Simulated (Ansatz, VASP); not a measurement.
## One calculation of Hf2Bi2O, two programs

INCAR

```
  PREC = Accurate
  ENCUT = 520
  EDIFF = 1E-6
  ISMEAR = 0
  SIGMA = 0.1
  LREAL = F
  LASPH = T
  NELM = 100
  ALGO = Normal
  ISIF = 2
  LWAVE = F
  LCHARG = F
  GGA = PE
  NBANDS = 36
```

File KPOINTS:

```
regular mesh
0
Gamma
  6 6 2
```

File POSCAR:

```
Hf2Bi2O
1.0
    4.1076582400      0.0000000000      0.0000000000
   -2.0538291200      3.5573363800      0.0000000000
    0.0000000000      0.0000000000      8.1390941500
Hf Bi O
2 2 1
Direct
    0.0000000000      0.0000000000      0.7795452800
    0.0000000000      0.0000000000      0.2204547200
    0.3333333300      0.6666666700      0.0000000000
    0.6666666700      0.3333333300      0.0000000000
    0.0000000000      0.0000000000      0.5000000000
```

Input for Ansatz:

```yaml
crystal:
  lattice:
    - [4.10765824, 0.0, 0.0]
    - [-2.05382912, 3.55733638, 0.0]
    - [0.0, 0.0, 8.13909415]
  atoms:
    - { symbol: Hf, position: [0.0, 0.0, 0.77954528] }
    - { symbol: Hf, position: [0.0, 0.0, 0.22045472] }
    - { symbol: Bi, position: [0.33333333, 0.66666667, 0.0] }
    - { symbol: Bi, position: [0.66666667, 0.33333333, 0.0] }
    - { symbol: O, position: [0.0, 0.0, 0.5] }
basis:
  ecutwfc: 420
kpoints:
  mp_grid: { grid: [6, 6, 2] }
hamiltonian:
  xc: pbe
scf:
  occupations: { method: gaussian, width: 0.1 }
  lower_state_search: "off"
output:
  forces: true
  stress: true
  eigenvalues: true
```

Alike in both runs: task single point; functional PBE; k mesh 6 × 6 × 2; occupations gaussian, width 0.1 eV; no spin polarisation.

```csv
,VASP,Ansatz
version,VASP 6.6.1,Ansatz 0.2.0
potentials or method,"VASP PAW PBE potentials, release 64 (Hf_pv, Bi_d, O)","scalar-relativistic, plane waves, PAW"
plane-wave cutoff (eV),520,420
valence electrons in the cell,56,88
```

VASP gave:

```
gap on the k mesh at the Fermi level (eV) : none
rms of the force components (eV/Å)        : 1.922
```

Task: What did Ansatz give for the same quantities?

Result: gap on the k mesh at the Fermi level (eV): none; rms of the force components (eV/Å): 1.926.

Atom by atom the forces differ by 0.005 eV/Å (rms over components). A gap of «none» marks a metal or a gap that the smearing closes. The two sets of potentials don't hold the same shells in valence.

Caveats: the k mesh is coarse (spacing up to 0.39 Å⁻¹), so the values aren't converged; spin-orbit coupling is left out, which moves the levels of the heavy elements; forces of over 1 eV/Å show positions far from the minimum, so gaps and moduli don't describe the material at rest.
